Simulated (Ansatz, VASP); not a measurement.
## Cross-check of HfB2 between VASP and Ansatz

Aim: how closely do two programs agree when they are given the same cell, functional and k mesh? The cell is taken from a series of runs on this material, whose earlier steps may have relaxed, scaled, displaced or heated it; both programs get it as it stands.

Main program and level: Ansatz 0.2.0; plane waves, with VASP 6.6.1 beside it; zone-centre phonons at PBEsol.

## (1) Starting point

Symmetry: P6/mmm, No. 191, hexagonal system. Conventional cell: a = 3.127 Å, b = 3.127 Å, c = 3.447 Å, α = 90.00°, β = 90.00°, γ = 120.00°. Nearest to B lie 3 B at 1.81 Å and 6 Hf at 2.50 Å. Nearest to Hf lie 12 B at 2.50 Å. Farther neighbours are not listed.

## (2) VASP: zone-centre phonons, PBEsol

Second derivatives magnify differences that forces hide, and they need a tight electronic threshold.

Lines of VASP's logs that name or quote its potential files are left out, and so is its time.

Contents of INCAR:

```
SYSTEM = HfB2
PREC = Accurate
ENCUT = 500
EDIFF = 1E-08
NELM = 120
ISMEAR = 1
SIGMA = 0.2
LREAL = .FALSE.
ALGO = Normal
GGA = PS
NBANDS = 14
LASPH = .TRUE.
LORBIT = 11
LWAVE = .FALSE.
LCHARG = .FALSE.
ISIF = 2
IBRION = 8
GGA_COMPAT = .FALSE.
KPAR = 2
```

Contents of POSCAR:

```
HfB2
1.0
    3.1271564262      0.0000000000      0.0000000000
   -1.5635782131      2.7081969067      0.0000000000
    0.0000000000      0.0000000000      3.4471990214
B Hf
2 1
Direct
    0.3333333333      0.6666666667      0.5000000000
    0.6666666667      0.3333333333      0.5000000000
    0.0000000000      0.0000000000      0.0000000000
```

Contents of KPOINTS:

```
Automatic mesh
0
Gamma
15 15 12
0 0 0
```

The projector-augmented-wave data sets are B and Hf_pv (PBE family, release 64).

On the command line:

```console
mpirun -np 2 vasp_std
```

Numbers of over 12 decimals in the logs are rounded to 6 here.

The program printed:

```text
[banner, memory and clock lines left out]
running    2 mpi-ranks, on    1 nodes
 distrk:  each k-point on    1 cores,    2 groups
 distr:  one band on    1 cores,    1 groups

 POSCAR found type information on POSCAR B Hf
 POSCAR found :  2 types and       3 ions
|                                                                             |
|               ----> ADVICE to this user running VASP <----                  |
|                                                                             |
|     You enforced a specific xc type in the INCAR file but a different       |
|     [... a line on the potential file left out ...]
|     I HOPE YOU KNOW WHAT YOU ARE DOING!                                     |
|                                                                             |

 LDA part: xc-table for (Slater+PW92), standard interpolation
 POSCAR, INCAR and KPOINTS ok, starting setup
 FFT: planning ... GRIDC
 FFT: planning ... GRID_SOFT
 FFT: planning ... GRID
 WAVECAR not read
 entering main loop
       N       E                     dE             d eps       ncg     rms          rms(c)
DAV:   1     0.248148326286E+02    0.24815E+02   -0.79778E+03  5292   0.106E+03
DAV:   2    -0.285749205147E+02   -0.53390E+02   -0.50060E+02  6788   0.222E+02
DAV:   3    -0.300702937324E+02   -0.14954E+01   -0.14837E+01  7136   0.277E+01
DAV:   4    -0.300772413773E+02   -0.69476E-02   -0.69465E-02  6060   0.228E+00
DAV:   5    -0.300772845311E+02   -0.43154E-04   -0.43153E-04  7134   0.158E-01    0.552E+01
DAV:   6    -0.279846921698E+02    0.20926E+01   -0.32204E+00  6390   0.124E+01    0.399E+01
DAV:   7    -0.279398052753E+02    0.44887E-01   -0.11267E+00  6720   0.760E+00    0.107E+01
DAV:   8    -0.278696462916E+02    0.70159E-01   -0.31919E-01  6354   0.415E+00    0.161E+00
DAV:   9    -0.278653685816E+02    0.42777E-02   -0.24738E-02  6216   0.125E+00    0.414E-01
DAV:  10    -0.278651437953E+02    0.22479E-03   -0.94246E-04  6522   0.259E-01    0.255E-01
DAV:  11    -0.278651504997E+02   -0.67045E-05   -0.63669E-05  6510   0.613E-02    0.911E-02
DAV:  12    -0.278651482059E+02    0.22938E-05   -0.41427E-06  6186   0.159E-02    0.165E-02
DAV:  13    -0.278651483189E+02   -0.11302E-06   -0.24799E-07  6708   0.402E-03    0.224E-03
DAV:  14    -0.278651483302E+02   -0.11242E-07   -0.27723E-08  6132   0.135E-03    0.236E-03
DAV:  15    -0.278651483520E+02   -0.21867E-07   -0.25221E-09  2928   0.441E-04    0.841E-04
DAV:  16    -0.278651483496E+02    0.24220E-08   -0.21701E-10  2772   0.136E-04
   1 F= -.27865148E+02 E0= -.27865270E+02  d E =0.364247E-03
 Linear response reoptimize wavefunctions to high precision
DAV:   1    -0.278651483474E+02    0.22051E-08   -0.13145E-10  3066   0.985E-05
DAV:   2    -0.278651483474E+02    0.15007E-10   -0.16844E-11  2742   0.370E-05
 Linear response DOF=           4
 Linear response progress:
  Degree of freedom:   1/  4
       N       E                     dE             d eps       ncg     rms          rms(c)
RMM:   1    -0.445680218186E-01   -0.44568E-01    0.25334E-02 53243   0.114E+00
RMM:   2    -0.433576018214E-01    0.12104E-02   -0.12026E-03 38055   0.201E-01    0.275E-01
RMM:   3    -0.432404680051E-01    0.11713E-03   -0.52787E-04 34007   0.115E-01    0.147E-01
RMM:   4    -0.437322832432E-01   -0.49182E-03   -0.50761E-04 34292   0.107E-01    0.194E-02
RMM:   5    -0.436959987095E-01    0.36285E-04   -0.14141E-05 37716   0.226E-02    0.625E-03
RMM:   6    -0.436931093403E-01    0.28894E-05   -0.22539E-07 39846   0.441E-03    0.185E-03
RMM:   7    -0.436890310742E-01    0.40783E-05    0.48504E-09 39826   0.164E-03    0.925E-04
RMM:   8    -0.436899843214E-01   -0.95325E-06   -0.28515E-08 41647   0.367E-04    0.355E-04
RMM:   9    -0.436901384989E-01   -0.15418E-06   -0.26198E-09 41999   0.935E-05    0.153E-04
RMM:  10    -0.436901910810E-01   -0.52582E-07   -0.58186E-10 39407   0.449E-05    0.244E-05
RMM:  11    -0.436902265540E-01   -0.35473E-07    0.19776E-09 41533   0.126E-05    0.109E-05
RMM:  12    -0.436902276761E-01   -0.11220E-08    0.48402E-10 38273   0.402E-06    0.157E-05
 first order change of Fermi-energy   0.11831E-04
 force on displaced ion       1 direction 1 : -17.150  -0.001   0.000
 Linear response progress:
  Degree of freedom:   2/  4
       N       E                     dE             d eps       ncg     rms          rms(c)
RMM:   1    -0.450980437853E-01   -0.45098E-01    0.44407E-02 18340   0.128E+00
RMM:   2    -0.450872911509E-01    0.10753E-04   -0.10687E-03 13598   0.195E-01    0.443E-01
RMM:   3    -0.449669784179E-01    0.12031E-03   -0.71946E-04 12261   0.136E-01    0.213E-01
RMM:   4    -0.453856411909E-01   -0.41866E-03   -0.38272E-04 13380   0.913E-02    0.300E-02
RMM:   5    -0.454142537166E-01   -0.28613E-04   -0.20843E-05 13643   0.278E-02    0.866E-03
RMM:   6    -0.454120975448E-01    0.21562E-05   -0.13682E-06 13793   0.632E-03    0.256E-03
RMM:   7    -0.453998942964E-01    0.12203E-04   -0.23732E-07 12986   0.230E-03    0.464E-04
RMM:   8    -0.453996481918E-01    0.24610E-06   -0.18732E-08 14626   0.507E-04    0.131E-04
RMM:   9    -0.453996109388E-01    0.37253E-07    0.11231E-09 14866   0.987E-05    0.104E-04
RMM:  10    -0.453996947698E-01   -0.83831E-07   -0.38886E-09 15221   0.271E-05    0.375E-05
RMM:  11    -0.453996374692E-01    0.57301E-07   -0.13755E-09 13539   0.250E-05    0.512E-06
RMM:  12    -0.453996408669E-01   -0.33977E-08    0.41505E-10 14414   0.523E-06    0.264E-06
 first order change of Fermi-energy  -0.45545E-04
 force on displaced ion       1 direction 3 :   0.000   0.000 -10.288
 Linear response progress:
  Degree of freedom:   3/  4
       N       E                     dE             d eps       ncg     rms          rms(c)
RMM:   1    -0.205417555692E+00   -0.20542E+00    0.46478E+00 13859   0.125E+01
RMM:   2    -0.203935589938E+00    0.14820E-02   -0.32715E-02 19231   0.125E+00    0.508E-01
RMM:   3    -0.203271168028E+00    0.66442E-03   -0.10895E-03 25327   0.167E-01    0.230E-01
RMM:   4    -0.202799604367E+00    0.47156E-03   -0.75434E-05 26503   0.537E-02    0.143E-01
RMM:   5    -0.202338094589E+00    0.46151E-03   -0.28378E-05 26521   0.379E-02    0.120E-02
RMM:   6    -0.202329536827E+00    0.85578E-05   -0.22286E-06 25889   0.105E-02    0.386E-03
RMM:   7    -0.202343557052E+00   -0.14020E-04    0.14347E-07 28043   0.247E-03    0.386E-03
RMM:   8    -0.202343468424E+00    0.88628E-07   -0.30100E-07 27107   0.574E-04    0.495E-04
RMM:   9    -0.202343078369E+00    0.39005E-06   -0.30674E-07 28014   0.238E-04    0.393E-04
RMM:  10    -0.202343406820E+00   -0.32845E-06   -0.33301E-07 27446   0.772E-05    0.892E-06
RMM:  11    -0.202343402013E+00    0.48074E-08   -0.13321E-07 28684   0.281E-05    0.261E-05
RMM:  12    -0.202343403882E+00   -0.18691E-08   -0.57495E-08 26263   0.113E-05    0.104E-05
 first order change of Fermi-energy   0.63615E-04
 force on displaced ion       3 direction 1 : -14.468   0.000   0.000
 Linear response progress:
  Degree of freedom:   4/  4
       N       E                     dE             d eps       ncg     rms          rms(c)
RMM:   1    -0.227971745707E+00   -0.22797E+00    0.45093E+00  6045   0.127E+01
RMM:   2    -0.226289132311E+00    0.16826E-02   -0.38411E-02  8146   0.132E+00    0.833E-01
RMM:   3    -0.225821852191E+00    0.46728E-03   -0.21304E-03 10640   0.209E-01    0.421E-01
RMM:   4    -0.225413437466E+00    0.40841E-03   -0.21086E-04 10196   0.756E-02    0.165E-01
RMM:   5    -0.225178359379E+00    0.23508E-03   -0.24794E-05 10656   0.317E-02    0.245E-02
RMM:   6    -0.225118335868E+00    0.60024E-04   -0.28475E-06 10703   0.986E-03    0.427E-03
RMM:   7    -0.225131861964E+00   -0.13526E-04    0.13332E-05 11420   0.327E-03    0.471E-03
RMM:   8    -0.225126880871E+00    0.49811E-05    0.21900E-05 11579   0.938E-04    0.136E-03
RMM:   9    -0.225125557058E+00    0.13238E-05    0.12073E-05 11625   0.337E-04    0.159E-04
RMM:  10    -0.225125460308E+00    0.96749E-07    0.58319E-06 12362   0.124E-04    0.606E-05
RMM:  11    -0.225125393251E+00    0.67057E-07    0.26807E-06 12165   0.514E-05    0.551E-05
RMM:  12    -0.225125386860E+00    0.63916E-08    0.13509E-06 11529   0.266E-05    0.928E-06
RMM:  13    -0.225125382409E+00    0.44507E-08    0.68331E-07 10231   0.131E-05    0.825E-06
RMM:  14    -0.225125368027E+00    0.14381E-07    0.34925E-07  9582   0.770E-06    0.118E-06
RMM:  15    -0.225125370529E+00   -0.25013E-08    0.17638E-07  6817   0.397E-06    0.150E-06
RMM:  16    -0.225125367736E+00    0.27923E-08    0.96737E-08  6414   0.261E-06    0.813E-07
 first order change of Fermi-energy  -0.13969E-04
 force on displaced ion       3 direction 3 :   0.000  -0.000 -16.226
 Linear response finished
```

From OUTCAR (step 2):

```text
ion  position               nearest neighbor table
   1  0.333  0.667  0.500-   2 1.81   2 1.81   2 1.81   3 2.50   3 2.50   3 2.50   3 2.50   3 2.50
                             3 2.50
   2  0.667  0.333  0.500-   1 1.81   1 1.81   1 1.81   3 2.50   3 2.50   3 2.50   3 2.50   3 2.50
                             3 2.50
   3  0.000  0.000  0.000-   1 2.50   2 2.50   1 2.50   2 2.50   2 2.50   2 2.50   1 2.50   1 2.50
                             2 2.50   2 2.50   1 2.50   1 2.50

  LATTYP: Found a hexagonal cell.
 ALAT       =     3.1271564262
 C/A-ratio  =     1.1023430080

 Subroutine GETGRP returns: Found 24 space group operations
 (whereof 24 operations were pure point group operations)

The static configuration has the point symmetry D_6h.

 Found    189 irreducible k-points:

   k-points           NKPTS =    189   k-points in BZ     NKDIM =    189   number of bands    NBANDS=     14

   dimension x,y,z NGX =    24 NGY =   24 NGZ =   28
   dimension x,y,z NGXF=    48 NGYF=   48 NGZF=   56

   ENCUT  =  500.0 eV  36.75 Ry    6.06 a.u.   5.70  5.70  6.29*2*pi/ulx,y,z

   NELECT =      16.0000    total number of electrons

 k-points in reciprocal lattice and weights: Automatic mesh
   0.00000000  0.00000000  0.00000000       0.000
   0.06666667 -0.00000000  0.00000000       0.002
   0.13333333  0.00000000  0.00000000       0.002
   0.20000000 -0.00000000  0.00000000       0.002
   0.26666667  0.00000000  0.00000000       0.002
   0.33333333 -0.00000000  0.00000000       0.002
   0.40000000  0.00000000  0.00000000       0.002
   0.46666667 -0.00000000  0.00000000       0.002
   0.06666667  0.06666667  0.00000000       0.002
[...]
0.33333333  0.26666667  0.50000000       0.004
   0.33333333  0.33333333  0.50000000       0.001

 average (electrostatic) potential at core
       1 -25.0313       2 -25.0313       3 -33.9080

  Total       -0.0270500     -0.0270500      0.0316288      0.0000000      0.0000000      0.0000000
  in kB       -1.4845065     -1.4845065      1.7357900      0.0000000      0.0000000      0.0000000
  external PRESSURE =      -0.4110744 kB  Pullay stress =       0.0000000 kB

  energy-cutoff  :      500.00
  volume of cell :       29.19
      direct lattice vectors                 reciprocal lattice vectors
     3.127156426  0.000000000  0.000000000     0.319779334  0.184624685  0.000000000
    -1.563578213  2.708196907  0.000000000     0.000000000  0.369249369  0.000000000
     0.000000000  0.000000000  3.447199021     0.000000000  0.000000000  0.290090591

 POSITION                                       TOTAL-FORCE (eV/Angst)
 -----------------------------------------------------------------------------------
     -0.00000      1.80546      1.72360        -0.000000     -0.000000      0.000000
      1.56358      0.90273      1.72360         0.000000      0.000000      0.000000
      0.00000      0.00000      0.00000        -0.000000      0.000000      0.000000
 -----------------------------------------------------------------------------------
    total drift:                               -0.000000      0.000000      0.000000

 Eigenvectors and eigenvalues of the dynamical matrix
 ----------------------------------------------------

   1 f  =   24.733948 THz   155.407980 2PiTHz  825.035704 cm-1   102.291344 meV
             X         Y         Z           dx          dy          dz
     -0.000000  1.805465  1.723600    -0.000004    0.707107    0.000000
      1.563578  0.902732  1.723600     0.000004   -0.707107   -0.000000
      0.000000  0.000000  0.000000    -0.000000   -0.000000    0.000000

   2 f  =   24.733948 THz   155.407980 2PiTHz  825.035704 cm-1   102.291344 meV
             X         Y         Z           dx          dy          dz
     -0.000000  1.805465  1.723600    -0.707107   -0.000004   -0.000000
      1.563578  0.902732  1.723600     0.707107    0.000004    0.000000
      0.000000  0.000000  0.000000    -0.000000    0.000000    0.000000

   3 f  =   16.786933 THz   105.475411 2PiTHz  559.951812 cm-1    69.425145 meV
             X         Y         Z           dx          dy          dz
     -0.000000  1.805465  1.723600     0.000000   -0.000000    0.707107
      1.563578  0.902732  1.723600     0.000000   -0.000000   -0.707107
      0.000000  0.000000  0.000000    -0.000000   -0.000000    0.000000

   4 f  =   14.337023 THz    90.082172 2PiTHz  478.231611 cm-1    59.293136 meV
             X         Y         Z           dx          dy          dz
     -0.000000  1.805465  1.723600    -0.000000    0.000000    0.667800
      1.563578  0.902732  1.723600     0.000000    0.000000    0.667800
      0.000000  0.000000  0.000000     0.000000   -0.000000   -0.328764

   5 f  =   13.544896 THz    85.105094 2PiTHz  451.809110 cm-1    56.017165 meV
             X         Y         Z           dx          dy          dz
     -0.000000  1.805465  1.723600     0.000000    0.667839   -0.000000
      1.563578  0.902732  1.723600    -0.000000    0.667839   -0.000000
      0.000000  0.000000  0.000000     0.000000   -0.328604    0.000000

   6 f  =   13.544896 THz    85.105094 2PiTHz  451.809110 cm-1    56.017165 meV
             X         Y         Z           dx          dy          dz
     -0.000000  1.805465  1.723600     0.667839    0.000000   -0.000000
      1.563578  0.902732  1.723600     0.667839   -0.000000    0.000000
      0.000000  0.000000  0.000000    -0.328604   -0.000000    0.000000

   7 f/i=    0.000842 THz     0.005290 2PiTHz    0.028084 cm-1     0.003482 meV
             X         Y         Z           dx          dy          dz
     -0.000000  1.805465  1.723600     0.000000   -0.000000    0.232471
      1.563578  0.902732  1.723600    -0.000000   -0.000000    0.232471
      0.000000  0.000000  0.000000    -0.000000   -0.000000    0.944412

   8 f/i=    0.001498 THz     0.009411 2PiTHz    0.049963 cm-1     0.006195 meV
             X         Y         Z           dx          dy          dz
     -0.000000  1.805465  1.723600     0.000000   -0.232358   -0.000000
      1.563578  0.902732  1.723600    -0.000000   -0.232358   -0.000000
      0.000000  0.000000  0.000000    -0.000000   -0.944468   -0.000000

   9 f/i=    0.001498 THz     0.009411 2PiTHz    0.049963 cm-1     0.006195 meV
             X         Y         Z           dx          dy          dz
     -0.000000  1.805465  1.723600     0.232358   -0.000000   -0.000000
      1.563578  0.902732  1.723600     0.232358    0.000000    0.000000
      0.000000  0.000000  0.000000     0.944468    0.000000    0.000000

 ELASTIC MODULI CONTR FROM IONIC RELAXATION (kBar)
 Direction    XX          YY          ZZ          XY          YZ          ZX
 --------------------------------------------------------------------------------
 XX          -1.6528      1.6528      0.0000      0.0000      0.0000      0.0000
 YY           1.6528     -1.6528      0.0000     -0.0000      0.0000      0.0000
 ZZ           0.0000      0.0000      0.0000      0.0000      0.0000      0.0000
 XY           0.0000     -0.0000      0.0000     -1.6528      0.0000      0.0000
 YZ           0.0000      0.0000      0.0000      0.0000      0.0000      0.0000
 ZX           0.0000      0.0000      0.0000      0.0000      0.0000      0.0000
 --------------------------------------------------------------------------------
```

Energies printed during the response cycles are not total energies of the cell.

[end of part 1 of 2]

[Lines on the potential files, build, host, timing and source positions are cut from VASP's logs without a mark.]

[Logs are printed without paths, hosts, clocks, repeated set-up lines and the standing remarks that a program may print on its own settings, such as how far it seeks lower states.]

[Hosts, paths, dates, database ids (printed as entryN), source tags and the programs' standing remarks are cut or masked in the printed files.]
